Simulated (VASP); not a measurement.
Input:

```
CELL_PARAMETERS angstrom
      1.84535    -3.19624     0.00000
      1.84535     3.19624     0.00000
      0.00000     0.00000     5.68958
ATOMIC_POSITIONS crystal
  Tb 0.33333 0.66667 0.25000
  Tb 0.66667 0.33333 0.75000
```

The numbers are results of revPBE GGA, VASP's PBE PAW potentials (set 64) (plane waves; VASP 6.6.1), not measurements. Run with 520 eV cut-off, Gaussian smearing of 0.050 eV, potentials Tb_3.

The 4f electrons are frozen in the core of the lanthanide potential, so 4f levels, which can set the real gap, and their magnetism are missing.

Question: Give the energies of bands 7 to 12 at the high-symmetry points, in eV from the Fermi level.

Answer: 
```csv
band,Γ,M,K,A,L,H
7,-4.83,-1.79,-0.84,-3.28,-1.78,-0.51
8,-2.00,-1.31,-0.69,-3.28,-1.78,-0.51
9,1.34,-0.86,-0.69,1.03,0.09,-0.36
10,1.72,0.03,-0.38,1.03,0.09,-0.36
11,1.72,1.37,1.16,1.61,1.61,0.55
12,2.21,1.59,1.16,1.61,1.61,0.55
```

It has no gap at this level: it comes out as a metal or semimetal.

The compound is Tb in the hcp structure. It was relaxed first, which changed the volume by +5 %.
